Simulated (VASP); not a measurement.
# Tl8Pd8F23 (a cell with a defect) in VASP: a series of runs

One crystal, Tl8Pd8F23 (a cell with a defect), is run at these levels: LDA; tasks: single point.

Everything below comes from runs of VASP 6.6.1. Logs are shortened: lines on timing, memory, paths and dates and some standing lists are left out, and cuts for length are marked.

### 1 The structure

The cell holds a defect, 39 atoms: a = 8.543 Å, b = 8.543 Å, c = 8.544 Å, α = 89.55°, β = 89.95°, γ = 89.78°.

### 2 Single point, LDA

Contents of INCAR:

```
SYSTEM = Tl8Pd8F23
ALGO = Fast ; EDIFF = 1E-6
ENCUT = 520 ; GGA = CA
ISIF = 2 ; ISMEAR = -1
LASPH = .TRUE. ; LCHARG = .FALSE.
LREAL = Auto ; LWAVE = .FALSE.
NBANDS = 198 ; NELM = 60
PREC = Accurate ; SIGMA = 0.05
```

Contents of KPOINTS:

```
k-points
0
G
  1 1 1
  0 0 0
```

Contents of POSCAR:

```
Tl8Pd8F23
1.0
    8.5426590000      0.0000000000      0.0000000000
    0.0325000000      8.5427410000      0.0000000000
    0.0068550000      0.0676480000      8.5441360000
Tl Pd F
8 8 23
Direct
    0.4892896669      0.5018551366      0.5185895917
    0.5150912642      0.5120855091      0.9931723933
    0.5349923109      0.9507188824      0.5462810985
    0.4668546076      0.9606231743      0.9482175846
    1.0108867316      0.4643150379      0.4593910958
    1.0044628533      0.4604020050      1.0289279103
    1.0484378071      0.9349264686      0.4621766320
    0.9547128841      0.9720235211      0.9661011950
    0.2891618137      0.2104046930      0.2700331549
    0.2535411569      0.2546249487      0.7598895898
    0.2565699997      0.7403880142      0.2403168676
    0.2671284791      0.7441537660      0.7625814945
    0.7558877596      0.1989253292      0.2251719776
    0.7756576989      0.2800558353      0.7029850648
    0.7556677716      0.7041252311      0.2193785305
    0.7639460196      0.7521731912      0.7329003190
    0.0301593040      0.2093110473      0.2854472354
    0.2880143183      0.2889134127      0.4817222011
    0.2651110039      0.4787858123      0.2314452860
    0.0298190090      0.2082195175      0.7292838035
    0.3000916696      0.2163645019      1.0193072769
    0.2979844645      0.4878821749      0.7679301921
    0.0080458263      0.7570385083      0.2426693583
    0.3056321365      0.7658396184      0.5104436540
    0.2610712246      0.9682920039      0.2754286683
    0.0037954476      0.7866385066      0.7310042818
    0.2531483052      0.6947634456      0.9862202568
    0.2736450549      1.0280927003      0.7046821352
    0.5355518938      0.1484334540      0.2390528428
    0.7331782800      0.3154073317      0.4605731931
    0.7614905116      0.4633763713      0.1876725745
    0.5140226122      0.2807191753      0.7522586251
    0.8023304624      0.2585024152      0.9428337751
    0.7481025040      0.5246468915      0.7387873976
    0.4912549440      0.7116738550      0.2402817558
    0.7838268567      0.7585767431      0.4785855469
    0.7276364646      0.9325894225      0.1955727296
    0.5087796709      0.7418054442      0.7235722840
    0.7571606372      1.0384793743      0.6687510592
```

Potentials or basis: VASP PAW LDA potentials, release 64 (Tl_d, Pd, F).

Launch:

```console
$ cat potpaw_LDA.64/Tl_d/POTCAR potpaw_LDA.64/Pd/POTCAR potpaw_LDA.64/F/POTCAR > POTCAR
$ mpirun -np 1 vasp_gam > vasp.out
```

OUTCAR:

```text
SYSTEM = Tl8Pd8F23
   EDIFF = 1E-6
   ENCUT = 520
   GGA = CA
   ISIF = 2
   ISMEAR = -1
   LASPH = .TRUE.
   LREAL = Auto
   NELM = 60
   PREC = Accurate

 ion  position               nearest neighbor table
   1  0.489  0.502  0.519-  18 2.53  30 2.67  22 2.69  38 2.71  24 2.74  32 2.75  34 2.91  35 2.97
                            14 3.46  12 3.50  10 3.57  16 3.68  11 3.70   9 3.71   3 3.86   2 4.06
   2  0.515  0.512  0.993-  22 2.68  31 2.71  27 2.72  35 2.73  32 2.87  34 2.95  19 2.96  38 3.01
                            15 3.28  12 3.49  11 3.63  16 3.69  10 3.73   4 3.87   1 4.06
   3  0.535  0.951  0.546-  39 2.30  38 2.34  24 2.54  28 2.69  36 2.74  16 3.03  12 3.43   4 3.48
                            14 3.75   1 3.86
   4  0.467  0.961  0.948-  21 2.68  38 2.71  28 2.71  27 2.94  12 2.99  10 3.48   3 3.48  11 3.60
                            16 3.61   2 3.87
   5  0.011  0.464  0.459-  17 2.65  30 2.70  18 2.80  19 2.92  14 3.29   9 3.60  15 3.61  11 3.67
                             6 3.68  10 3.74  13 3.74   7 4.03   1 4.13
   6  0.004  0.460  0.029-  31 2.48  33 2.56  19 2.83  27 2.95  15 3.39  13 3.50  10 3.60   5 3.68
                            11 3.71  14 3.75
   7  0.048  0.935  0.462-  25 2.43  23 2.45  26 2.64  24 2.66  36 2.72  17 2.78  28 2.94  11 3.09
                             9 3.53  12 3.56  16 3.70   5 4.03
   8  0.955  0.972  0.966-  26 2.60  33 2.77  37 2.78  20 2.92  23 3.02  16 3.20  13 3.40  15 3.57
                            12 3.73  14 3.77
   9  0.289  0.210  0.270-  18 1.93  25 2.08  21 2.14  29 2.18  17 2.22  19 2.32   7 3.53   5 3.60
                             1 3.71
  10  0.254  0.255  0.760-  20 1.97  28 2.00  22 2.03  32 2.24  21 2.27  18 2.41   4 3.48   1 3.57
                             6 3.60   2 3.73   5 3.74
  11  0.257  0.740  0.240-  25 1.97  35 2.02  23 2.13  27 2.21  19 2.24  24 2.36   7 3.09   4 3.60
                             2 3.63   5 3.67   1 3.70   6 3.71
  12  0.267  0.744  0.763-  27 1.96  38 2.09  24 2.19  22 2.20  26 2.29  28 2.47   4 2.99   3 3.43
                             2 3.49   1 3.50   7 3.56   8 3.73
  13  0.756  0.199  0.225-  29 1.94  30 2.26  31 2.28  37 2.30  17 2.40  33 2.49   8 3.40   6 3.50
                             5 3.74
  14  0.776  0.280  0.703-  33 2.07  39 2.09  30 2.12  34 2.13  20 2.26  32 2.27   5 3.29   1 3.46
                             3 3.75   6 3.75   8 3.77
  15  0.756  0.704  0.219-  37 1.97  31 2.08  23 2.21  35 2.27  36 2.28   2 3.28   6 3.39   8 3.57
                             5 3.61
  16  0.764  0.752  0.733-  34 1.95  26 2.07  36 2.18  38 2.18  39 2.50   3 3.03   8 3.20   4 3.61
                             1 3.68   2 3.69   7 3.70
  17  0.030  0.209  0.285-   9 2.22  13 2.40   5 2.65   7 2.78
  18  0.288  0.289  0.482-   9 1.93  10 2.41   1 2.53   5 2.80
  19  0.265  0.479  0.231-  11 2.24   9 2.32   6 2.83   5 2.92   2 2.96
  20  0.030  0.208  0.729-  10 1.97  14 2.26   8 2.92
  21  0.300  0.216  0.019-   9 2.14  10 2.27   4 2.68
  22  0.298  0.488  0.768-  10 2.03  12 2.20   2 2.68   1 2.69
  23  0.008  0.757  0.243-  11 2.13  15 2.21   7 2.45   8 3.02
  24  0.306  0.766  0.510-  12 2.19  11 2.36   3 2.54   7 2.66   1 2.74
  25  0.261  0.968  0.275-  11 1.97   9 2.08   7 2.43
  26  0.004  0.787  0.731-  16 2.07  12 2.29   8 2.60   7 2.64
  27  0.253  0.695  0.986-  12 1.96  11 2.21   2 2.72   4 2.94   6 2.95
[... 224 lines left out ...]
  volume/ion in A,a.u.               =      15.99       107.89
  Fermi-wavevector in a.u.,A,eV,Ry     =   1.343987  2.539767 24.576215  1.806301
  Thomas-Fermi vector in A             =   2.472017
   LORBIT       =      0    0 simple, 1 ext, 2 COOP (PROOUT), +10 PAW based schemes
   GGA     = CA    functional components
   LHFCALC =     F    Hartree Fock is set to
   AEXX    =    0.0000 exact exchange contribution
   IVDW    =     0    specifies the selected vdW correction
   LEPSILON=     F    determine dielectric tensor
   LRPA    =     F    only Hartree local field effects (RPA)
 non-spin polarized calculation
 RMM-DIIS sequential band-by-band and
  energy-cutoff  :      520.00
  volume of cell :      623.53
 maximum number of plane-waves:      8419
 NGX is ok and might be reduce to    64
   NGX = 31   NGY = 31   NGZ = 31

 number of electron     344.9999944 magnetization

 Free energy of the ion-electron system (eV)
  ---------------------------------------------------
  ext. energy  EPLUGINS =         0.00000000
  ---------------------------------------------------
  free energy    TOTEN  =      -176.86380308 eV

  energy without entropy =     -176.69561778  energy(sigma->0) =     -176.77971043

 E-fermi :   2.8497     XC(G=0): -10.6457

 val. band max:        2.7151827876   @ k =   0.0000   0.0000   0.0000
 cond. band min:       2.8678386976   @ k =   0.0000   0.0000   0.0000
 fundamental gap:      0.1526559100
 Fermi energy:         2.8497072397

 k-point     1 :       0.0000    0.0000    0.0000
  band No.  band energies     occupation
      1     -20.3311      2.00000
      2     -20.0302      2.00000
      3     -19.8860      2.00000
      4     -19.8447      2.00000
      5     -19.6248      2.00000
      6     -19.6238      2.00000
[... 176 lines left out ...]
    183       5.7258      0.00000
    184       6.2837      0.00000
 [bands above 184 left out]

------------------------ aborting loop because EDIFF is reached ----------------------------------------

  FORCE on cell =-STRESS in cart. coord.  units (eV):
  Direction    XX          YY          ZZ          XY          YZ          ZX
  --------------------------------------------------------------------------------------
  -------------------------------------------------------------------------------------
  Total       -9.8650003     -6.0225679     -9.9088028      1.2632037      1.4079978     -0.3321183
  in kB      -25.3483223    -15.4751129    -25.4608737      3.2458280      3.6178795     -0.8533849
  external PRESSURE =     -22.0947696 kB  Pullay stress =       0.0000000 kB

 VOLUME and BASIS-vectors are now :
 -----------------------------------------------------------------------------
  energy-cutoff  :      520.00
  volume of cell :      623.53
      direct lattice vectors                 reciprocal lattice vectors
     8.542659000  0.000000000  0.000000000     0.117059571 -0.000445341 -0.000090391
     0.032500000  8.542741000  0.000000000     0.000000000  0.117058448 -0.000926808
     0.006855000  0.067648000  8.544136000     0.000000000  0.000000000  0.117039336

 POSITION                                       TOTAL-FORCE (eV/Angst)
 -----------------------------------------------------------------------------------
      4.19970      4.32230      4.43090         0.288039     -0.095969     -0.321849
      4.42370      4.44180      8.48580        -0.076783     -0.416596      0.028631
      4.60490      8.15870      4.66750        -0.452679      0.846170     -1.647420
      4.02590      8.27050      8.10170         0.143348      0.566446      0.606562
      0.11124      3.99760      3.92510        -0.047504     -0.179981      0.004620
      0.05329      3.93505      0.24716         0.433741     -0.095928     -0.225573
[... 31 lines left out ...]
      4.37540      6.38600      6.18230         0.968219     -0.932518      1.244444
      6.47400      0.37396      5.71390         1.103770     -0.021403      1.117435
 -----------------------------------------------------------------------------------
    total drift:                                0.005569      0.004119     -0.014379

  FREE ENERGIE OF THE ION-ELECTRON SYSTEM (eV)
  ---------------------------------------------------
  free  energy   TOTEN  =      -176.8638030823 eV

  energy  without entropy=     -176.6956177750  energy(sigma->0) =     -176.77971043
```

OSZICAR:

```text
N       E                     dE             d eps       ncg     rms          rms(c)
DAV:   1     0.374228223880E+04    0.37423E+04   -0.21441E+05   396   0.182E+03
DAV:   2     0.146570221152E+03   -0.35957E+04   -0.34363E+04   472   0.476E+02
DAV:   3    -0.188444173670E+03   -0.33501E+03   -0.32787E+03   416   0.140E+02
[... 19 lines left out ...]
RMM:  23    -0.176863930806E+03    0.14825E-03   -0.27261E-04   438   0.299E-02    0.117E-01
RMM:  24    -0.176863820823E+03    0.10998E-03   -0.95160E-05   409   0.171E-02    0.403E-02
RMM:  25    -0.176863806081E+03    0.14742E-04   -0.29583E-05   379   0.881E-03    0.238E-02
RMM:  26    -0.176863803801E+03    0.22796E-05   -0.10192E-05   373   0.482E-03    0.921E-03
RMM:  27    -0.176863803082E+03    0.71884E-06   -0.21103E-06   266   0.240E-03
   1 F= -.17686380E+03 E0= -.17677971E+03  d E =-.168185E+00
```

stdout:

```text
POSCAR found type information on POSCAR TlPdF
 POSCAR found :  3 types and      39 ions
 scaLAPACK will be used
 LDA part: xc-table for (Slater(with rela. corr.)+CA(PZ))
 , standard interpolation
 POSCAR, INCAR and KPOINTS ok, starting setup
 FFT: planning ... GRIDC
 FFT: planning ... GRID_SOFT
 FFT: planning ... GRID
 WAVECAR not read
 entering main loop
```

It took 2.4 min on 1 thread of Intel Xeon 6975P-C (Granite Rapids), shared host; peak memory 0.45 GiB.

Results:

- Free energy: -176.8638 eV
- Pressure: -2.2 GPa
- Largest force: 3.351 eV/Å
- Band gap on the k mesh: none (metal or under the smearing width)

Forces in eV/Å, atoms in the order of the input:
```
Tl   0.288 -0.096 -0.322
Tl  -0.077 -0.417  0.029
Tl  -0.453  0.846 -1.647
Tl   0.143  0.566  0.607
Tl  -0.048 -0.180  0.005
Tl   0.434 -0.096 -0.226
Tl  -0.601  0.611  0.845
Tl  -0.096  0.303 -0.052
Pd  -0.003  0.865 -2.489
Pd   3.217  0.085 -0.933
Pd   0.065 -2.251  0.505
Pd  -0.458  0.438 -2.789
Pd   1.570 -0.028  0.078
Pd  -0.827 -0.045  0.301
Pd  -0.608  0.154 -0.195
Pd  -0.280  2.360 -0.617
F   -0.395  0.700 -0.573
F   -0.585 -0.498  1.894
F    0.019  0.285  0.137
F   -1.027  0.792 -0.119
F   -0.508 -0.596  0.230
F   -1.102  0.285  0.304
F    0.159 -0.677 -0.726
F   -1.118 -0.352  0.242
F    0.614  0.866 -0.655
F    0.607 -0.727  0.627
F   -0.330  0.618  1.302
F   -0.364 -0.669  0.724
F   -1.722  0.897 -0.231
F    0.410 -0.833  0.641
F    0.200  0.074  0.933
F   -0.574 -0.135 -0.101
F   -0.194 -0.659 -0.167
F    0.549 -1.902  0.184
F    0.755 -0.010 -0.367
F   -0.272 -0.445 -0.164
F    0.539  0.826  0.424
F    0.968 -0.933  1.244
F    1.104 -0.021  1.117
```

Caveat: an odd number of electrons without spin polarisation forces a metal; a magnetic or distorted state may lie lower. Spin-orbit coupling is left out, which matters for the levels of Tl.

### 3 Single point, LDA

Contents of INCAR:

```
SYSTEM = Tl8Pd8F23
PREC = Accurate
ENCUT = 520
EDIFF = 1E-6
ISMEAR = -1
SIGMA = 0.05
LREAL = Auto
LASPH = .True.
NELM = 80
ALGO = Normal
ISIF = 2
LWAVE = .False.
LCHARG = .True.
LELF = .True.
LVHAR = .True.
NBANDS = 198
```

Contents of KPOINTS:

```
Automatic mesh
0
Gamma
  1 1 1
  0 0 0
```

Contents of POSCAR:

```
Tl8Pd8F23
1.0
    8.5426590000      0.0000000000      0.0000000000
    0.0325000000      8.5427410000      0.0000000000
    0.0068550000      0.0676480000      8.5441360000
Tl Pd F
8 8 23
Direct
    0.5139523929      0.5067542797      0.5266887138
    0.5183035676      0.4624764281      1.0034835588
    0.5011568412      0.9655445120      0.5263024839
    0.5090730863      1.0168927401      0.9793149360
    0.9922968151      0.4896867602      0.4276968438
    1.0201156273      0.4942735635      1.0118401673
    1.0845336309      0.9698652868      0.4344851252
    0.9988384537      0.9459210628      0.9659022281
    0.2804681849      0.2336099888      0.2280979610
    0.2611569208      0.2478311805      0.7397471201
    0.2829805577      0.7254139275      0.2213916071
    0.2947295728      0.7354003892      0.7622537843
    0.7824091116      0.2254426234      0.2069840649
    0.7849082202      0.2301004879      0.7466758488
    0.7682385782      0.7491117670      0.2266466732
    0.8143582573      0.6979489484      0.7923797093
    0.0281723167      0.1559971742      0.1989200546
    0.2946131469      0.1632150656      0.5128897761
    0.2844552310      0.4902651819      0.2570886044
    0.0220763095      0.2491288806      0.7458682774
    0.2793212813      0.3004788972      0.9902230021
    0.2771858109      0.4759596711      0.7479866894
    0.0109508858      0.6937179937      0.2194721620
    0.3534832998      0.7011185450      0.4852450851
    0.2824518904      0.9630263009      0.2204904042
    0.0704792373      0.6696584076      0.7521532897
    0.2524592534      0.7349018997      0.9981582690
    0.2616252987      1.0123654983      0.7764272479
    0.5139239495      0.2920889484      0.2669667243
    0.8129568145      0.1780703927      0.4522048806
    0.7601570792      0.4867387171      0.2944241524
    0.4929254962      0.2567944851      0.6943475619
    0.8011309024      0.2502601463      0.9888302340
    0.8082522933      0.4684258226      0.7370435115
    0.5367835757      0.7365513479      0.2192614912
    0.7846311379      0.7502435745      0.4931920559
    0.7504207132      0.9889169196      0.2001372637
    0.5363033647      0.7382407976      0.7805119207
    0.7814519308      0.9775514707      0.7661863060
```

Potentials or basis: VASP PAW LDA potentials, release 64 (Tl_d, Pd, F).

Launch:

```console
$ cat potpaw_LDA.64/Tl_d/POTCAR potpaw_LDA.64/Pd/POTCAR potpaw_LDA.64/F/POTCAR > POTCAR
$ mpirun -np 1 vasp_gam > vasp.out
```

It took 2.3 min on 1 thread of Intel Xeon 6975P-C (Granite Rapids), shared host; peak memory 0.42 GiB.

Results (log left out):

```
Free energy            : -176.7920 eV
Pressure               : -2.5 GPa
Largest force          : 4.904 eV/Å
Band gap on the k mesh : none (metal or under the smearing width)
```

Forces on the atoms (eV/Å):
```
Tl   1.539 -1.122 -0.046
Tl   0.332  0.430  0.102
Tl   0.990 -0.096 -0.057
Tl   0.062 -0.199  0.017
Tl   0.466 -0.335  1.159
Tl   0.039 -0.409 -0.606
Tl  -0.871 -0.074  0.431
Tl   0.026  0.075 -0.031
Pd  -0.196 -0.613  1.367
Pd   0.021 -0.592  0.404
Pd   0.651 -0.701  3.260
Pd   0.377 -0.913 -1.141
Pd  -0.200  0.324  4.889
Pd  -0.670 -0.674 -2.002
Pd   0.192 -1.544  0.862
Pd  -0.718  1.382 -1.297
F    0.622  0.740 -0.032
F   -1.041  1.040 -1.119
F   -0.210 -0.190 -0.745
F    0.839 -0.386  0.518
F   -0.388 -0.682 -0.474
F    0.437  0.959 -0.466
F    0.254  1.342  0.249
F   -2.046  1.709 -0.432
F    0.419  0.626 -0.650
F   -1.032  0.920  0.155
F   -0.152  0.093 -1.209
F    0.149 -0.702 -0.114
F    0.224 -0.745 -0.817
F   -0.497  0.588 -0.196
F   -0.118  0.241 -1.558
F    1.082 -0.540  1.253
F   -0.495  0.336 -1.851
F   -0.189 -0.384  0.293
F   -0.591  0.533 -0.156
F    0.167 -0.351 -0.125
F    0.247 -0.608 -0.592
F    0.334  0.339  0.349
F   -0.056  0.183  0.406
```

Stress tensor (GPa, compression positive):
```
-2.68 -0.18  0.28
-0.18 -1.82 -0.27
 0.28 -0.27 -2.92
```

Levels at points of the mesh, in eV from the Fermi level:
```csv
k point,band 168,band 169,band 170,band 171,band 172,band 173,band 174,band 175,band 176,band 177
"(0.00, 0.00, 0.00)",-0.42,-0.34,-0.24,-0.17,-0.13,0.03,0.05,0.32,0.90,1.21
```

Caveat: an odd number of electrons without spin polarisation forces a metal; a magnetic or distorted state may lie lower. Spin-orbit coupling is left out, which matters for the levels of Tl.

(Continued in part 2 of 3.)
